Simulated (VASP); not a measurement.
A run of VASP 6.6.1 is set up as follows.

File INCAR:

```
SYSTEM = Sn2HBr3
ALGO = Normal ; EDIFF = 1E-6
EDIFFG = -0.01 ; ENCUT = 520
GGA = PE ; IBRION = 2
ISIF = 3 ; ISMEAR = 0
KPAR = 4 ; LASPH = .TRUE.
LCHARG = .FALSE. ; LREAL = .FALSE.
LWAVE = .FALSE. ; NELM = 120
NSW = 90 ; PREC = Accurate
SIGMA = 0.1
```

File KPOINTS:

```
k-points
0
G
  8 8 4
  0 0 0
```

File POSCAR:

```
Sn2HBr3
1.0
    4.1327524700      0.0000000000      0.0000000000
   -2.0663762300      3.5790686200      0.0000000000
    0.0000000000      0.0000000000     11.8880000000
Sn H Br
2 1 3
Direct
    0.3333333300      0.6666666700      0.4376682400
    0.3333333300      0.6666666700      0.0185060600
    0.6666666700      0.3333333300      0.0552658100
    0.6666666700      0.3333333300      0.5872308200
    0.0000000000      0.0000000000      0.2811238200
    0.0000000000      0.0000000000      0.8701211300
```

Potentials or basis: VASP PAW PBE potentials, release 64 (Sn_d, H, Br).

Launch:

```console
$ cat potpaw_PBE.64/Sn_d/POTCAR potpaw_PBE.64/H/POTCAR potpaw_PBE.64/Br/POTCAR > POTCAR
$ mpirun -np 4 vasp_std > vasp.out
```

(1) Estimate the space group after relaxing (to 0.05 Å).

(2) Estimate the relaxed cell.

(3) Predict the band gap on the k mesh.

Answers

(1) P3m1 (No. 156).

(2) a = 4.144 Å, b = 4.144 Å, c = 12.769 Å, α = 90.00°, β = 90.00°, γ = 120.00°.

(3) 0.39 eV, direct.

Caveat: spin-orbit coupling is left out, which moves the levels of the heavy elements.
